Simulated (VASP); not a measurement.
Bi:

```xyz
2
Lattice="2.2675 1.3091 3.9380 -2.2675 1.3091 3.9380 0.0000 -2.6183 3.9380" Properties=species:S:1:pos:R:3 pbc="T T T"
Bi    0.0000    0.0000    2.7645
Bi    0.0000    0.0000    9.0495
```

```yaml
Program: VASP 6.6.1
Task: relaxation of cell and atoms
Functional: PBE
Dispersion: D3(BJ)
Potentials_or_basis: VASP PAW PBE potentials, release 64 (Bi_d)
Cutoff: 600 eV
k_mesh: 12 × 12 × 10
Occupations: methfessel-paxton, width 0.1 eV
Spin: no spin polarisation
```

At the start: pressure 0.1 GPa; volume 35.07 Å³/atom.

Question: How do energy, volume and symmetry change on relaxing?

Answer: Over 7 steps the energy falls by 4.0 meV/atom and the volume is 34.55 Å³/atom (-1.5 %); space group R-3m (No. 166, to 0.05 Å).

The path:
```
step  energy change (eV)  largest force (eV/Å)  pressure (GPa)  volume (Å³)
   1              0.0000                0.2259            0.07        70.14
   2             -0.0037                0.1211           -0.25        70.30
   3             -0.0049                0.0353           -0.46        70.44
   4             -0.0071                0.0315            0.06        69.35
   5             -0.0071                0.0298            0.03        69.31
   6             -0.0076                0.0191            0.05        69.25
   7             -0.0080                0.0064            0.02        69.10
```

Final structure:
```
CELL_PARAMETERS angstrom
2.26427 1.30728 3.89081
-2.26427 1.30728 3.89081
0.00000 -2.61455 3.89081
ATOMIC_POSITIONS crystal
Bi 0.23732 0.23732 0.23732
Bi 0.76268 0.76268 0.76268
```

Caveat: pairwise dispersion overbinds metals, which lowers pressure and volume.
